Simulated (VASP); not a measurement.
Write the native input for VASP 6.6.1 that does the following.

```
Task                   : relaxation of cell and atoms
Functional             : PBE
Potentials or basis    : VASP PAW PBE potentials, release 54 (W_sv, Au)
Cutoff                 : 600 eV
k mesh                 : 8 × 8 × 8
Occupations            : fermi-dirac, width 0.05 eV
Spin                   : no spin polarisation
Further INCAR settings : ALGO = Normal; EDIFF = 1e-06; IBRION = 2; EDIFFG = -0.01; NSW = 40; ISIF = 3
```

The structure of WAu lies in POSCAR:

```
WAu
1.0
    0.0000000000      2.7479792600      2.7479792600
    2.7479792600      0.0000000000      2.7479792600
    2.7479792600      2.7479792600      0.0000000000
W Au
1 1
Direct
    0.0000000000      0.0000000000      0.0000000000
    0.7500000000      0.7500000000      0.7500000000
```

The cell was built by a generator and needn't be a form met in nature.

One way to write it, as run:

INCAR

```
PREC     = Accurate       # precision mode
ENCUT    = 600            # plane-wave cutoff, eV
EDIFF    = 1E-6           # SCF threshold, eV
ISMEAR   = -1             # smearing method
SIGMA    = 0.05           # smearing width, eV
LREAL    = False          # projectors in reciprocal space
LASPH    = True           # aspherical terms in the spheres
NELM     = 80             # most SCF steps
ALGO     = Normal         # electronic algorithm
ISIF     = 3              # what is computed and relaxed
LWAVE    = False          # write WAVECAR
LCHARG   = False          # write CHGCAR
GGA      = PE             # functional
IBRION   = 2              # ionic algorithm
NSW      = 40             # ionic steps
EDIFFG   = -0.01          # ionic threshold
```

KPOINTS

```
Automatic mesh
0
Gamma
  8 8 8
```

Potentials or basis: VASP PAW PBE potentials, release 54 (W_sv, Au).

Launch:

```console
$ cat potpaw_PBE.54/W_sv/POTCAR potpaw_PBE.54/Au/POTCAR > POTCAR
$ mpirun -np 1 vasp_std > vasp.out
```

It gave:

The relaxed volume is 24.65 Å³/atom, the relaxed cell is a = 4.116 Å, b = 4.116 Å, c = 4.116 Å, α = 60.00°, β = 60.00°, γ = 60.00° and the space group after relaxing (to 0.05 Å) is F-43m (No. 216). The energy gained by relaxing is 339.7 meV/atom, the ionic steps are 18 and the pressure after relaxing is -0.1 GPa. The band gap on the k mesh is none (metal or under the smearing width).

Caveat: the volume moved by over 15 % at a fixed basis, so the end points are rough.

Run time: 2.7 min on 1 thread of Intel(R) Xeon(R) Platinum 8259CL CPU @ 2.50GHz (Skylake/Cascade Lake), on a shared host, peak memory 0.2 GiB.
